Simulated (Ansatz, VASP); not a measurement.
## One calculation of CdC6, two programs

```
CELL_PARAMETERS angstrom
3.91199 0.00000 0.00000
0.00000 3.91199 0.00000
0.00000 0.00000 3.91199
ATOMIC_POSITIONS crystal
Cd 0.00000 0.00000 0.00000
C 0.82432 0.50000 0.50000
C 0.17568 0.50000 0.50000
C 0.50000 0.50000 0.82432
C 0.50000 0.50000 0.17568
C 0.50000 0.17568 0.50000
C 0.50000 0.82432 0.50000
```

Change from the starting cell: species swapped into the YbB6 type (Pm-3m, No. 221).

Alike in both runs: functional PBE; k mesh 10 × 10 × 10; occupations gaussian, width 0.1 eV; no spin polarisation.

Ansatz relaxed the structure, and its values are those at the end. VASP's run is a single point on that final structure, the one shown.

|  | VASP | Ansatz |
| --- | --- | --- |
| version | VASP 6.6.1 | Ansatz 0.2.0 |
| potentials or method | VASP PAW PBE potentials, release 64 (Cd, C) | scalar-relativistic, plane waves, PAW |
| plane-wave cutoff (eV) | 520 | 420 |
| valence electrons in the cell | 36 | 44 |

|  | VASP | Ansatz | Ansatz less VASP |
| --- | --- | --- | --- |
| gap on the k mesh at the Fermi level (eV) | none | none | - |
| pressure (GPa) | 0.5 | 0.0 | -0.50 |
| rms of the force components (eV/Å) | 0.023 | 0.000 | -0.0227 |

A gap of «none» marks a metal or a gap that the smearing closes. With one functional, cell and mesh, what is left measures potentials, basis and numerics. The two sets of potentials don't hold the same shells in valence.
